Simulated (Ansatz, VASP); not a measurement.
# PtSe2 in two plane-wave programs

Aim: how closely do two programs agree when they are given the same cell, functional and k mesh? The cell is taken from a series of runs on this material, whose earlier steps may have relaxed, scaled, displaced or heated it; both programs get it as it stands.

Method: plane waves, with VASP 6.6.1 beside it; single point at PBE, in Ansatz 0.2.0.

## (1) Starting point

The cell holds 6 atoms: 2 Pt and 4 Se. Its edges and angles: a = 3.722 Å, b = 3.722 Å, c = 39.000 Å, α = 90.0°, β = 90.0°, γ = 120.0°. It derives from Pt1Se2. Vacuum lies along c.

## (2) Ansatz: single point, PBE, pair 1

Ansatz runs on its PAW soft_1 files.

A single point gives forces, pressure and levels at one fixed geometry, so differences don't come from the geometry; what else differs is listed under the comparison.

Input file input.yaml:

```yaml
crystal:
  lattice:
    - [3.7216582853, 0.0, 0.0]
    - [-1.8608291427, 3.2230506193, 0.0]
    - [0.0, 0.0, 39.0]
  atoms:
    - { symbol: Pt, position: [0.0, 0.0, 0.4328692957] }
    - { symbol: Se, position: [0.3333333333, 0.6666666667, 0.4662805225] }
    - { symbol: Se, position: [0.6666666667, 0.3333333333, 0.3989890657] }
    - { symbol: Pt, position: [0.3333333333, 0.6666666667, 0.5671446757] }
    - { symbol: Se, position: [0.0, 0.0, 0.6010109343] }
    - { symbol: Se, position: [0.6666666667, 0.3333333333, 0.5335265406] }
  periodic: [true, true, false]
kpoints:
  mp_grid: { grid: [9, 9, 1] }
hamiltonian:
  xc: pbe
  pseudopotentials: { kind: paw, azcp: { folder: soft_1 } }
scf:
  occupations: { method: fixed }
  n_extra_bands: 6
output:
  eigenvalues: true
  forces: true
  stress: true
  band_densities: [{ e_range: [-0.08, 0] }, { e_range: [0.39, 0.52] }]
  volumetric_format: npy
```

Command:

```bash
$ ansatz run input.yaml --threads 3 --pin off --max-ram 92160MiB --backend cuda --events-out ev --progress --plain --runs-dir out --devices 1 --max-vram 13GiB
```

Numbers of over 12 decimals in the logs are rounded to 6 here.

The log of the run:

```text
scf.n_extra_bands = 6 over 50 filled bands (N_el = 100.0): the run solves 56 bands
GPUs: using 1 of 1 available (devices: 1).
Engine: ansatz 0.2.0, x86_64-unknown-linux-gnu
Pseudopotentials: kind: paw
Pseudopotential: Pt, paw, valence charge 18, recommended cutoff 420 eV (normal), soft_1/Pt.paw.azcp
Pseudopotential: Se, paw, valence charge 16, recommended cutoff 420 eV (normal), soft_1/Se.paw.azcp
Functional definition: PBE
  parameter kappa = 0.804
  parameter beta = 0.066725
  exchange = pbe_x(kappa = kappa, mu = beta*pi^2/3)
  correlation = pbe_c(beta = beta)
device memory: the entry about to start is reckoned to put 6.0 GiB on a device that reports 48.3 GiB free (of which the cap on the GPU budget leaves the run 13.0 GiB)
GPU FFT provider: cuFFT
GPU libraries: cuBLAS 13.8.2, cuFFT 12.4.0, cuSOLVER 12.3.4
Crystal: 6 atoms, lattice volume = 467.809 Å³
Basis set: ecut = 420 eV, 9215 PW (Γ), exchange–correlation on 50×50×540 points (8 copies of the dense FFT grid, shifted against one another)
Bands: 56, of which v1, the nominal top of the filled ones, is band 50 counted from 1 (49 counted from 0)
Symmetry: 6 space group operations
Space group: P3m1 (ITA 156), of the structure as read, at distance tolerance 7.8e-5 Å
k-points: 12 of 81 (time reversal used)
Non-local potential: Pt, projectors of the file, l = 0: 3, l = 1: 2, l = 2: 2, l = 3: 1
Non-local potential: Se, projectors of the file, l = 0: 2, l = 1: 2, l = 2: 3, l = 3: 1
PAW form: soft (Blöchl's): semilocal exchange-correlation on the pseudo side does not see the compensation charge
PAW one-centre angular grid: Pt, 590 points (default); XC on 64 Gauss nodes
PAW one-centre angular grid: Se, 590 points (default); XC on 64 Gauss nodes
Initial density: superposition of atomic densities (neutral atoms: chi_scale 0, normalization atom)
Initial wavefunctions: pseudopotential atomic-orbital guess
GPU buffer pool allocated for 168750 grid points (all kernels)
GPU transforms: local potential and band sums: pruned to the plane-wave sphere, on 25×25×270
Functional: x = pbe(κ = 0.804, μ = 0.219515), c = pbe(β = 0.066725)
SCF iter   1: F=—  HF=-46929.621630 eV  |F-HF|=—  |Δ(HF+E_count)|=         —  Δρ=4.11e-2  dr2=8.69e0  ethr=3.10e-3  ⟨swp⟩=6.4  Hψ=2603  notcnv=0  defer=40
preconditioner: auto → Resta (q_TF=auto, 2.110 Å⁻¹)  ε∞=3.0  [insulator: Δε(μ)=1.018 eV  Ē_g=8.046 eV  n_scr=92 (ndim 8)  ℏωp=11.4 eV  f_vac=0.711  ε∞_Penn≈3.0  vacuum switching on, ρ_ref=4.7e-3 e/Å³]
SCF iter   2: F=—  HF=-46928.697322 eV  |F-HF|=—  |Δ(HF+E_count)|=   9.24e-1  Δρ=2.00e-2  dr2=3.51e0  ethr=3.10e-3  ⟨swp⟩=4.0  Hψ=1718  notcnv=0  defer=45
SCF iter   3: F=—  HF=-46928.097303 eV  |F-HF|=—  |Δ(HF+E_count)|=   6.00e-1  Δρ=9.19e-3  dr2=2.80e-1  ethr=3.10e-3  ⟨swp⟩=3.0  Hψ=1226  notcnv=0  defer=30
SCF iter   4: F=—  HF=-46928.120893 eV  |F-HF|=—  |Δ(HF+E_count)|=   2.36e-2  Δρ=4.91e-3  dr2=1.18e0  ethr=2.80e-4  ⟨swp⟩=3.6  Hψ=1180  notcnv=0  defer=48
SCF iter   5: F=—  HF=-46928.065227 eV  |F-HF|=—  |Δ(HF+E_count)|=   5.57e-2  Δρ=1.29e-3  dr2=7.04e-2  ethr=2.80e-4  ⟨swp⟩=3.7  Hψ=1034  notcnv=0  defer=48
SCF iter   6: F=—  HF=-46928.058970 eV  |F-HF|=—  |Δ(HF+E_count)|=   6.26e-3  Δρ=5.22e-4  dr2=4.34e-3  ethr=7.04e-5  ⟨swp⟩=3.4  Hψ=1079  notcnv=0  defer=48
SCF iter   7: F=—  HF=-46928.059362 eV  |F-HF|=—  |Δ(HF+E_count)|=   3.92e-4  Δρ=2.37e-4  dr2=3.08e-4  ethr=4.34e-6  ⟨swp⟩=3.0  Hψ=1065  notcnv=0  defer=48
SCF iter   8: F=—  HF=-46928.059083 eV  |F-HF|=—  |Δ(HF+E_count)|=   2.79e-4  Δρ=7.18e-5  dr2=6.96e-5  ethr=3.08e-7  ⟨swp⟩=3.0  Hψ=1179  notcnv=0  defer=48
SCF iter   9: F=—  HF=-46928.059583 eV  |F-HF|=—  |Δ(HF+E_count)|=   5.00e-4  Δρ=5.09e-5  dr2=2.43e-5  ethr=6.96e-8  ⟨swp⟩=3.0  Hψ=1108  notcnv=0  defer=48
SCF iter  10: F=—  HF=-46928.059581 eV  |F-HF|=—  |Δ(HF+E_count)|=   2.00e-6  Δρ=1.58e-5  dr2=1.31e-6  ethr=2.43e-8  ⟨swp⟩=3.0  Hψ=1119  notcnv=0  defer=48
SCF iter  11: F=—  HF=-46928.059582 eV  |F-HF|=—  |Δ(HF+E_count)|=   8.56e-7  Δρ=5.01e-6  dr2=1.23e-7  ethr=1.31e-9  ⟨swp⟩=4.1  Hψ=1559  notcnv=0  defer=48
SCF iter  12: F=-46928.059582 eV  HF=-46928.059582 eV  |F-HF|=2.17e-8  |Δ(HF+E_count)|=   1.81e-7  Δρ=1.47e-6  dr2=2.51e-8  ethr=1.00e-10  ⟨swp⟩=20.2  Hψ=4425  notcnv=0
SCF 1 converged in 12 iterations: F = -46928.059582 eV  dr2 = 2.51e-8
  greatest PAW one-centre occupation: 1.000 electrons in one spin orbital (limit 2), on the Pt atom at site 0 (counted from 0), in its partial waves of l = 0
device memory: the entry about to start is reckoned to put 4.1 GiB on a device that reports 49.6 GiB free (of which the cap on the GPU budget leaves the run 13.0 GiB)
NSCF: frozen V_eff on 12 k-points
SCF converged after 12 iterations
Free energy (F): -46928.059582 eV
Harris-Foulkes:  -46928.059582 eV  (|F-HF|=2.17e-8)
Internal energy: -46928.059582 eV  (E = F + TS)
E sigma→0 (E₀):  -46928.059582 eV
Fermi energy:    -4.957795 eV
--- Per-component energies (eV) ---
  E_band       = -3699.493045
  E_kinetic    = 1633.924289
  E_local      = -501783.139124  (includes V_loc(G=0)·N_el)
  E_nonlocal   = -1008.733530
  E_hartree    = 249876.324164
  E_xc         = -804.904193
  E_vxc        = -904.100954  (∫ρ·V_xc dr)
  E_paw        = -27488.992215  (= ΣΔE_a)
  E_vpaw       = -1390.136227  (= ΣTr[D̂ρ^β])
  E_aug_tail   = 0.000796  (compensation charges beyond the density's cutoff)
  E_ewald      = 232647.460231
  E_smearing   = -0.000000  (= −TS)
  E_closure    = -0.000000  (closes the sum)
  Σ components = -46928.059582   (vs F -46928.059582, Δ=0.00e0)
--- Forces (eV/Å), atoms counted from 1 ---
  atom   1  Pt     0.00000000     0.00000000    -0.12134773
  atom   2  Se     0.00000000     0.00000000    -0.06605439
  atom   3  Se    -0.00000000     0.00000000    -0.10253079
  atom   4  Pt     0.00000000    -0.00000000     0.12502194
  atom   5  Se    -0.00000000    -0.00000000     0.09597366
  atom   6  Se     0.00000000    -0.00000000     0.06894737
  max |Σ_I F_I| component: 1.01e-5 eV/Å
--- 2D stress c σ (N/m, compression-positive) ---
        3.020923       0.000000       0.000000
        0.000000       3.020923       0.000000
        0.000000       0.000000       0.000000
  P = ½ c Tr σ = 3.0209 N/m
--- Band table (eV; the first three rows and the last of 12) ---
  k-point 0: bands = [... 46 lower, -5.8907, -5.6456, -5.6456, -5.2727, -2.9321, -2.9321, -2.6313, -2.6313, ... 2 higher]
  k-point 1: bands = [... 46 lower, -5.9009, -5.7961, -5.6391, -4.9578, -3.6235, -3.3752, -3.1388, -2.7813, ... 2 higher]
  k-point 2: bands = [... 46 lower, -6.1309, -5.9276, -5.8460, -5.5329, -4.4466, -3.6644, -3.3842, -2.9538, ... 2 higher]
  k-point 11: bands = [... 46 lower, -6.9118, -6.7124, -6.5306, -6.5211, -4.3010, -3.9964, -3.8825, -3.3479, ... 2 higher]
--- Band densities, each state counted as filled ---
  window                                       electrons  max residual (eV)  cut levels
  e_range: [-0.08, 0]                           0.148148             1.1e-6           0
  e_range: [0.39, 0.52]                         0.148148             1.4e-6           0
```

The column dr2 measures how far the density is from self-consistency, as an energy; F and HF (Harris–Foulkes) agree once it is small.

## (3) VASP: single point, PBE, pair 1

The same cell, functional and mesh now go to VASP, with its own data sets.

Lines of VASP's logs that name or quote its potential files are left out, and so is its time.

Input file INCAR:

```
SYSTEM = PtSe2
PREC = Accurate
ENCUT = 400
EDIFF = 1E-06
NELM = 120
ISMEAR = 0
SIGMA = 0.01
LREAL = .FALSE.
ALGO = Normal
GGA = PE
NBANDS = 28
LASPH = .TRUE.
LORBIT = 11
LWAVE = .FALSE.
LCHARG = .FALSE.
ISIF = 2
LDIPOL = .TRUE.
IDIPOL = 3
DIPOL = 0.5 0.5 0.5
LVHAR = .TRUE.
GGA_COMPAT = .FALSE.
EFERMI = MIDGAP
NELMDL = -8
KPAR = 2
```

Input file POSCAR:

```
PtSe2
1.0
    3.7216582853      0.0000000000      0.0000000000
   -1.8608291427      3.2230506193      0.0000000000
    0.0000000000      0.0000000000     39.0000000000
Pt Se
2 4
Direct
    0.0000000000      0.0000000000      0.4328692957
    0.3333333333      0.6666666667      0.5671446757
    0.3333333333      0.6666666667      0.4662805225
    0.6666666667      0.3333333333      0.3989890657
    0.0000000000      0.0000000000      0.6010109343
    0.6666666667      0.3333333333      0.5335265406
```

Input file KPOINTS:

```
Automatic mesh
0
Gamma
9 9 1
0 0 0
```

Potentials, in the order of the species: Pt and Se (PBE family, release 64).

Command:

```bash
$ mpirun -np 2 vasp_std
```

The log of the run:

```text
[banner, memory and clock lines left out]
running    2 mpi-ranks, on    1 nodes
 distrk:  each k-point on    1 cores,    2 groups
 distr:  one band on    1 cores,    1 groups

 POSCAR found type information on POSCAR PtSe
 POSCAR found :  2 types and       6 ions
 LDA part: xc-table for (Slater+PW92), standard interpolation
 POSCAR, INCAR and KPOINTS ok, starting setup
 FFT: planning ... GRIDC
 FFT: planning ... GRID_SOFT
 FFT: planning ... GRID
 WAVECAR not read
 entering main loop
       N       E                     dE             d eps       ncg     rms          rms(c)
DAV:   1     0.336304988198E+03    0.33630E+03   -0.13293E+04   672   0.956E+02
DAV:   2     0.118738142099E+02   -0.32443E+03   -0.31262E+03  1036   0.202E+02
DAV:   3    -0.291766949345E+02   -0.41051E+02   -0.40481E+02   832   0.814E+01
DAV:   4    -0.301293263025E+02   -0.95263E+00   -0.93939E+00   872   0.138E+01
DAV:   5    -0.301491288303E+02   -0.19803E-01   -0.19786E-01   820   0.192E+00
DAV:   6    -0.301497003494E+02   -0.57152E-03   -0.57142E-03   884   0.335E-01
DAV:   7    -0.301497197161E+02   -0.19367E-04   -0.19366E-04   888   0.562E-02
DAV:   8    -0.301497203931E+02   -0.67699E-06   -0.67702E-06   808   0.958E-03    0.174E+01
DAV:   9    -0.289091063520E+02    0.12406E+01   -0.95550E+00   716   0.244E+01    0.101E+01
DAV:  10    -0.286240029867E+02    0.28510E+00   -0.29812E+00   708   0.144E+01    0.432E+00
DAV:  11    -0.285187477793E+02    0.10526E+00   -0.29336E-01   768   0.458E+00    0.113E+00
DAV:  12    -0.285089863775E+02    0.97614E-02   -0.12250E-01   764   0.265E+00    0.390E-01
DAV:  13    -0.285069586641E+02    0.20277E-02   -0.29925E-02   744   0.135E+00    0.233E-01
DAV:  14    -0.285073034899E+02   -0.34483E-03   -0.34655E-03   788   0.304E-01    0.262E-01
DAV:  15    -0.285074433423E+02   -0.13985E-03   -0.30463E-04   908   0.128E-01    0.282E-01
DAV:  16    -0.285084797485E+02   -0.10364E-02   -0.62340E-03   744   0.485E-01    0.353E-01
DAV:  17    -0.285112963985E+02   -0.28167E-02   -0.56858E-03   828   0.480E-01    0.675E-01
DAV:  18    -0.285083424640E+02    0.29539E-02   -0.28257E-03   732   0.362E-01    0.363E-01
DAV:  19    -0.285079929126E+02    0.34955E-03   -0.71175E-04   792   0.123E-01    0.266E-01
DAV:  20    -0.285077894840E+02    0.20343E-03   -0.94383E-05   840   0.567E-02    0.216E-01
DAV:  21    -0.285076192293E+02    0.17025E-03   -0.11252E-04   744   0.605E-02    0.150E-01
DAV:  22    -0.285074676826E+02    0.15155E-03   -0.35854E-04   732   0.109E-01    0.342E-02
DAV:  23    -0.285074729181E+02   -0.52355E-05   -0.19511E-05   844   0.235E-02    0.282E-02
DAV:  24    -0.285074728894E+02    0.28703E-07   -0.76072E-06   732   0.156E-02
   1 F= -.28507473E+02 E0= -.28507473E+02  d E =0.000000E+00
```

OUTCAR, selected parts (step 3):

```text
ion  position               nearest neighbor table
   1  0.000  0.000  0.433-   3 2.51   3 2.51   3 2.51   4 2.52   4 2.52   4 2.52
   2  0.333  0.667  0.567-   6 2.52   6 2.52   6 2.52   5 2.52   5 2.52   5 2.52
   3  0.333  0.667  0.466-   1 2.51   1 2.51   1 2.51
   4  0.667  0.333  0.399-   1 2.52   1 2.52   1 2.52
   5  0.000  0.000  0.601-   2 2.52   2 2.52   2 2.52
   6  0.667  0.333  0.534-   2 2.52   2 2.52   2 2.52

  LATTYP: Found a hexagonal cell.
 ALAT       =     3.7216582853
 C/A-ratio  =    10.4791995961

 Subroutine GETGRP returns: Found  6 space group operations
 (whereof  6 operations were pure point group operations)

The static configuration has the point symmetry C_3v.

 Found     12 irreducible k-points:

   k-points           NKPTS =     12   k-points in BZ     NKDIM =     12   number of bands    NBANDS=     28

   dimension x,y,z NGX =    24 NGY =   24 NGZ =  256
   dimension x,y,z NGXF=    48 NGYF=   48 NGZF=  512

   ENCUT  =  400.0 eV  29.40 Ry    5.42 a.u.   6.07  6.07 63.60*2*pi/ulx,y,z

   NELECT =      44.0000    total number of electrons

 k-points in reciprocal lattice and weights: Automatic mesh
   0.00000000  0.00000000  0.00000000       0.012
   0.11111111 -0.00000000  0.00000000       0.074
   0.22222222 -0.00000000  0.00000000       0.074
   0.33333333 -0.00000000  0.00000000       0.074
   0.44444444 -0.00000000  0.00000000       0.074
   0.11111111  0.11111111  0.00000000       0.074
   0.22222222  0.11111111  0.00000000       0.148
   0.33333333  0.11111111  0.00000000       0.148
   0.44444444  0.11111111  0.00000000       0.074
   0.22222222  0.22222222  0.00000000       0.074
   0.33333333  0.22222222  0.00000000       0.148
   0.33333333  0.33333333  0.00000000       0.025

 dipolmoment           0.000000      0.000000     -0.007011 electrons x Angstroem

 average (electrostatic) potential at core
       1 -76.8762       2 -76.9574       3 -60.9526       4 -60.8210       5 -60.9225
       6 -61.0373

 E-fermi :  -1.8212

 k-point     1 :       0.0000    0.0000    0.0000
  band No.  band energies     occupation
    ...
     18      -3.0061      2.00000
     19      -3.0061      2.00000
     20      -2.7619      2.00000
     21      -2.7619      2.00000
     22      -2.3886      2.00000
     23      -0.0504      0.00000
     24      -0.0504      0.00000
     25       0.2496      0.00000
     26       0.2496      0.00000
     27       1.8394      0.00000
    ...

 k-point     2 :       0.1111   -0.0000    0.0000
  band No.  band energies     occupation
    ...
     18      -3.1327      2.00000
     19      -3.0171      2.00000
     20      -2.9146      2.00000
     21      -2.7561      2.00000
     22      -2.0725      2.00000
     23      -0.7439      0.00000
     24      -0.4952      0.00000
     25      -0.2574      0.00000
     26       0.0993      0.00000
     27       2.2574      0.00000
    ...

 k-point     3 :       0.2222   -0.0000    0.0000
  band No.  band energies     occupation
    ...
     18      -3.3580      2.00000
     19      -3.2487      2.00000
     20      -3.0442      2.00000
     21      -2.9645      2.00000
     22      -2.6501      2.00000
     23      -1.5698      0.00000
     24      -0.7874      0.00000
     25      -0.5029      0.00000
     26      -0.0732      0.00000
     27       2.7321      0.00000
    ...

  Total        2.1961958      2.1961958      1.5528217     -0.0000000      0.0000000      0.0000000
  in kB        7.5216549      7.5216549      5.3181910     -0.0000000      0.0000000      0.0000000
  external PRESSURE =       6.7871669 kB  Pullay stress =       0.0000000 kB

  energy-cutoff  :      400.00
  volume of cell :      467.81
      direct lattice vectors                 reciprocal lattice vectors
     3.721658285  0.000000000  0.000000000     0.268697426  0.155132531  0.000000000
    -1.860829143  3.223050619  0.000000000     0.000000000  0.310265062  0.000000000
     0.000000000  0.000000000 39.000000000     0.000000000  0.000000000  0.025641026

 POSITION                                       TOTAL-FORCE (eV/Angst)
 -----------------------------------------------------------------------------------
      0.00000      0.00000     16.88190        -0.000000     -0.000000     -0.122162
     -0.00000      2.14870     22.11864        -0.000000      0.000000      0.126565
     -0.00000      2.14870     18.18494        -0.000000      0.000000     -0.064463
      1.86083      1.07435     15.56057         0.000000      0.000000     -0.102539
      0.00000      0.00000     23.43943         0.000000     -0.000000      0.096578
      1.86083      1.07435     20.80754         0.000000     -0.000000      0.066022
 -----------------------------------------------------------------------------------
    total drift:                               -0.000000      0.000000      0.002448

  FREE ENERGIE OF THE ION-ELECTRON SYSTEM (eV)
  ---------------------------------------------------
  free  energy   TOTEN  =       -28.5074728894 eV

  energy  without entropy=      -28.5074728894  energy(sigma->0) =      -28.50747289

 vacuum level on the upper side and lower side of the slab         2.845         2.949

 total charge
# of ion       s       p       d       tot
------------------------------------------
    1        0.677   0.695   8.003   9.376
    2        0.675   0.690   8.003   9.369
    3        1.483   2.238   0.064   3.786
    4        1.478   2.248   0.056   3.781
    5        1.478   2.246   0.056   3.780
    6        1.485   2.237   0.061   3.784
--------------------------------------------------
tot          7.276  10.355  16.244  33.874

[... 3 further parts left out ...]
```

## (4) Comparison

Known differences besides the potentials themselves: fixed occupations in Ansatz, narrow Gaussian smearing in VASP; Ansatz cuts the interaction across the vacuum, VASP repeats the sheet with a dipole correction; the data sets hold 100 valence electrons in Ansatz (on its PAW soft_1 files) and 44 in VASP; the cutoff is 420 eV in Ansatz and 400 eV in VASP. Total energies have different zeros and are not compared.

Compared:

| quantity | Ansatz | VASP | difference |
| --- | --- | --- | --- |
| gap on the k mesh (eV) | 0.511 | 0.503 | +0.008 |

Forces (eV/Å; atoms numbered as in POSCAR):

| atom | Ansatz x, y, z | VASP x, y, z |
| --- | --- | --- |
| Pt1 | 0.000, 0.000, -0.121 | 0.000, 0.000, -0.122 |
| Pt2 | 0.000, 0.000, 0.125 | 0.000, 0.000, 0.127 |
| Se3 | 0.000, 0.000, -0.066 | 0.000, 0.000, -0.064 |
| Se4 | 0.000, 0.000, -0.103 | 0.000, 0.000, -0.103 |
| Se5 | 0.000, 0.000, 0.096 | 0.000, 0.000, 0.097 |
| Se6 | 0.000, 0.000, 0.069 | 0.000, 0.000, 0.066 |

The forces differ by 0.9 meV/Å r.m.s., which is 1.6 % of the r.m.s. force of 0.057 eV/Å (both taken over all components). A gap on the mesh is an upper bound, since the band edges may lie between its points; neither run holds spin-orbit coupling, which can move the band edges of a compound of Pt. VASP's last cycles still show a density residual of 3e-03, so its state may not be settled. With vacuum in the cell, a pressure given here is an average over mostly empty space and none of the material.

(Continued in part 2 of 2.)

[Lines on the potential files, build, host, timing and source positions are cut from VASP's logs without a mark.]

[Logs are printed without paths, hosts, clocks, repeated set-up lines and the standing remarks that a program may print on its own settings, such as how far it seeks lower states.]

[Hosts, paths, dates, database ids (printed as entryN), source tags and the programs' standing remarks are cut or masked in the printed files.]
